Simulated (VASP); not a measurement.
OSZICAR of a VASP run on PbSe (rock salt):

File OSZICAR:
```
       N       E                     dE             d eps       ncg     rms          rms(c)
DAV:   1     0.158335946570E+03    0.15834E+03   -0.95561E+03   560   0.144E+03
DAV:   2     0.380310984422E+01   -0.15453E+03   -0.15161E+03   596   0.351E+02
DAV:   3    -0.819679528655E+01   -0.12000E+02   -0.11887E+02   728   0.104E+02
DAV:   4    -0.845770847455E+01   -0.26091E+00   -0.26083E+00   616   0.188E+01
DAV:   5    -0.846663282944E+01   -0.89244E-02   -0.89243E-02   760   0.334E+00    0.278E+00
DAV:   6    -0.818108419310E+01    0.28555E+00   -0.75646E-01   788   0.696E+00    0.158E+00
DAV:   7    -0.817652201373E+01    0.45622E-02   -0.12739E-01   624   0.202E+00    0.864E-01
DAV:   8    -0.817989672986E+01   -0.33747E-02   -0.13692E-02   608   0.154E+00    0.160E-01
DAV:   9    -0.817945807566E+01    0.43865E-03   -0.25990E-03   828   0.601E-01    0.536E-02
DAV:  10    -0.817953589797E+01   -0.77822E-04   -0.21231E-04   596   0.109E-01    0.199E-02
DAV:  11    -0.817954221203E+01   -0.63141E-05   -0.74681E-05   742   0.100E-01    0.607E-03
DAV:  12    -0.817954238747E+01   -0.17544E-06   -0.44846E-06   692   0.168E-02
   1 F= -.89166084E+01 E0= -.89166084E+01  d E =-.891661E+01
       N       E                     dE             d eps       ncg     rms          rms(c)
DAV:   1    -0.819497037768E+01   -0.15428E-01   -0.31250E-01   686   0.104E+01    0.525E-01
DAV:   2    -0.818669951749E+01    0.82709E-02   -0.16765E-02   686   0.241E+00    0.195E-01
DAV:   3    -0.818528602557E+01    0.14135E-02   -0.63558E-03   686   0.139E+00    0.358E-02
DAV:   4    -0.818529130966E+01   -0.52841E-05   -0.14730E-04   572   0.138E-01    0.132E-02
DAV:   5    -0.818528895323E+01    0.23564E-05   -0.23471E-05   720   0.740E-02    0.649E-03
DAV:   6    -0.818528856876E+01    0.38447E-06   -0.17452E-06   304   0.256E-02
   2 F= -.89168629E+01 E0= -.89168629E+01  d E =-.254563E-03
       N       E                     dE             d eps       ncg     rms          rms(c)
DAV:   1    -0.818457381578E+01    0.71514E-03   -0.16620E-02   686   0.236E+00    0.122E-01
DAV:   2    -0.818412498074E+01    0.44884E-03   -0.90566E-04   692   0.564E-01    0.452E-02
DAV:   3    -0.818405100222E+01    0.73979E-04   -0.33798E-04   680   0.321E-01    0.837E-03
DAV:   4    -0.818405400587E+01   -0.30036E-05   -0.78250E-06   566   0.311E-02    0.307E-03
DAV:   5    -0.818405475214E+01   -0.74627E-06   -0.89860E-07   280   0.156E-02
   3 F= -.89168918E+01 E0= -.89168918E+01  d E =-.283491E-03
```

Which electronic solver shows in the log?

It is blocked Davidson (ALGO = Normal, or the opening steps of other solvers). The INCAR had ALGO = Normal.

Can the final energy be trusted as converged?

Self-consistency was reached. It stopped with EDIFF = 1E-6, NELM = 100, NSW = 60 and EDIFFG = -0.01 after 3 ionic steps (PBE GGA with D3 dispersion (Becke-Johnson damping), plane waves, VASP's PBE PAW potentials (set 64)).

The compound is PbSe in the rock salt structure. This run relaxes it. Symmetry was kept, so distortions that lower it aren't found.
